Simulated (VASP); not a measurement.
An input for Quantum ESPRESSO's pw.x (written as the equivalent of a VASP run, and not itself run):

```
&CONTROL
  calculation = 'scf'
  pseudo_dir = './pseudo'
  outdir = './out'
  tprnfor = .true.
  tstress = .true.
/
&SYSTEM
  ibrav = 0
  nat = 8
  ntyp = 2
  ecutwfc = 82
  occupations = 'smearing'
  smearing = 'methfessel-paxton'
  degauss = 0.01999
  input_dft = 'pz'
/
&ELECTRONS
  conv_thr = 7.3e-08
  electron_maxstep = 100
/
ATOMIC_SPECIES
  Nb 92.906 Nb.upf
  Sn 118.710 Sn.upf
CELL_PARAMETERS angstrom
     5.4193370    0.0000000    0.0000000
     0.0000000    5.4193370    0.0000000
     0.0000000    0.0000000    5.4193370
ATOMIC_POSITIONS crystal
  Nb   0.2500000  0.0000000  0.5000000
  Nb   0.7500000  0.0000000  0.5000000
  Nb   0.5000000  0.7500000  0.0000000
  Nb   0.5000000  0.2500000  0.0000000
  Nb   0.0000000  0.5000000  0.7500000
  Nb   0.0000000  0.5000000  0.2500000
  Sn   0.0000000  0.0000000  0.0000000
  Sn   0.5000000  0.5000000  0.5000000
K_POINTS automatic
  2 2 2 0 0 0
```

Problem. Write the VASP files for the same calculation (LDA).

Solution. One answer among several that fit: 
File KPOINTS:
```
K-points
0
Gamma
2 2 2
0 0 0
```

File POSCAR:
```
Nb3Sn
10.8386740
  0.5000000000   0.0000000000   0.0000000000
  0.0000000000   0.5000000000   0.0000000000
  0.0000000000   0.0000000000   0.5000000000
Nb Sn
6 2
Cartesian
  0.1250000000   0.0000000000   0.2500000000
  0.3750000000   0.0000000000   0.2500000000
  0.2500000000   0.3750000000   0.0000000000
  0.2500000000   0.1250000000   0.0000000000
  0.0000000000   0.2500000000   0.3750000000
  0.0000000000   0.2500000000   0.1250000000
  0.0000000000   0.0000000000   0.0000000000
  0.2500000000   0.2500000000   0.2500000000
```

INCAR:
```
SYSTEM=Nb3Sn
PREC=Accurate; ENCUT=150; LREAL=F
LASPH=T
EDIFF=1E-6; NELM=100; ALGO=Normal
LMAXMIX=4
ISMEAR=1; SIGMA=0.272
ISIF=2
LWAVE=F; LCHARG=F
```

POTCAR, in this order: Nb_sv Sn_d (LDA.64 set). Program: vasp_std.

The two are equivalent in intent, not identical: the potentials are each code's own (VASP's PAW set, PseudoDojo norm-conserving files in pw.x), so ENCUT and ecutwfc are chosen apart and not converted; conv_thr bounds pw.x's estimated SCF error, while EDIFF bounds the energy change between steps.

The structure comes from a computed database's Nb3Sn entry; how it stands against other phases isn't given here. The cell was not relaxed at this level. The k-mesh is coarse (spacing up to 0.58 per Å, 2π included), so the numbers may not be converged in it. The run is one of a series of settings (ENCUT = 150, GGA removed, ISMEAR = 1, SIGMA = 0.272, KPOINTS 2×2×2 Γ-centred mesh, POTCAR Nb_sv Sn_d (LDA.64 set) against the base run), some of them coarse on purpose.
